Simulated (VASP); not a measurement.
Computed with PBE GGA with D3 dispersion (Becke-Johnson damping), VASP's PBE PAW potentials (set 64) (plane waves; VASP). For the first row: Run with 520 eV cut-off, 6×6×3 Γ-centred mesh, Gaussian smearing of 0.050 eV, potentials Mg Te.

```
system           energy (eV/atom)
---------------  ----------------
MgTe (wurtzite)           -3.4931
Mg (hcp)                  -1.7941
Te (trig)                 -3.5781
```

The references are the elements' solids at the same level; no temperature or zero-point terms are added.  Spin-orbit coupling is left out, which shifts such energies by up to tenths of an eV for the heavy elements here.

Task: What is the formation energy per atom of MgTe?

Result: The references average (2×(-1.7941) + 2×(-3.5781))/4 = -2.6861 eV, so the formation energy is -3.4931 − (-2.6861) = -0.807 eV/atom. Measured: -1.080 eV/atom at 298 K (as given by Yubo Zhang et al., npj Computational Materials (2018), doi:10.1038/s41524-018-0065-z).
